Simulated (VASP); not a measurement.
A VASP calculation is set up with these files.

KPOINTS:
```
Automatic mesh
0
Gamma
8 8 8
0 0 0
```

INCAR:
```
# general
SYSTEM   = Si
PREC     = Accurate
ENCUT    = 520
LREAL    = .FALSE.
LASPH    = .TRUE.

# electronic loop
EDIFF    = 1E-6
NELM     = 100
ALGO     = Normal

# smearing
ISMEAR   = 0
SIGMA    = 0.05

# functional
GGA      = BO
LUSE_VDW = .TRUE.
AGGAC    = 0.0
PARAM1   = 0.1833333333
PARAM2   = 0.22

# ions
IBRION   = 2
NSW      = 60
ISIF     = 3
EDIFFG   = -0.01

# output
LWAVE    = .FALSE.
LCHARG   = .FALSE.
```

### POSCAR
```
Si
1.0
  0.0000000000   2.7344950546   2.7344950546
  2.7344950546   0.0000000000   2.7344950546
  2.7344950546   2.7344950546   0.0000000000
Si
2
Cartesian
  0.0000000000   0.0000000000   0.0000000000
  1.3672475273   1.3672475273   1.3672475273
```

POTCAR, in this order: Si (PBE.64 set). Program: vasp_std.

Q: Write an equivalent input for Quantum ESPRESSO's pw.x.

A: One equivalent input (not run):
```
&CONTROL
  calculation = 'vc-relax'
  pseudo_dir = './pseudo'
  outdir = './out'
  tprnfor = .true.
  tstress = .true.
  nstep = 60
  forc_conv_thr = 0.00039
/
&SYSTEM
  ibrav = 0
  nat = 2
  ntyp = 1
  ecutwfc = 36
  occupations = 'smearing'
  smearing = 'gaussian'
  degauss = 0.003675
  input_dft = 'vdw-df-obk8'
/
&ELECTRONS
  conv_thr = 7.3e-08
  electron_maxstep = 100
/
&IONS
/
&CELL
/
ATOMIC_SPECIES
  Si 28.085 Si.upf
CELL_PARAMETERS angstrom
     0.0000000    2.7344951    2.7344951
     2.7344951    0.0000000    2.7344951
     2.7344951    2.7344951   -0.0000000
ATOMIC_POSITIONS crystal
  Si   0.0000000  0.0000000  0.0000000
  Si   0.2500000  0.2500000  0.2500000
K_POINTS automatic
  8 8 8 0 0 0
```
Limits of the translation: the potentials are each code's own (VASP's PAW set, PseudoDojo norm-conserving files in pw.x), so ENCUT and ecutwfc are chosen apart and not converted; conv_thr bounds pw.x's estimated SCF error, while EDIFF bounds the energy change between steps; forc_conv_thr acts on force components and is met together with etot_conv_thr.

The compound is Si in the diamond structure. It was relaxed first. The start is the result of an earlier pass.
